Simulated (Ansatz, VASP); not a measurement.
**One calculation of BiP, two programs**

```
Bi P
1.0
     0.00000    3.25191    3.25191
     3.25191    0.00000    3.25191
     3.25191    3.25191    0.00000
Bi P
1 1
Cartesian
  0.0000 0.0000 0.0000
  1.6260 1.6260 1.6260
```

Alike in both runs: task single point; functional PBE; k mesh 7 × 7 × 7; occupations fermi-dirac, width 0.05 eV; no spin polarisation.

```csv
,VASP,Ansatz
version,VASP 6.6.1,Ansatz 0.2.0
potentials or method,"VASP PAW PBE potentials, release 64 (Bi_d, P), cutoff 520 eV","all-electron LAPW, scalar-relativistic"
```

|  | VASP | Ansatz | Ansatz less VASP |
| --- | --- | --- | --- |
| pressure (GPa) | 0.1 | 0.1 | +0.06 |

Ansatz ran all-electron here, so the differences hold the error of VASP's frozen core and of both bases.
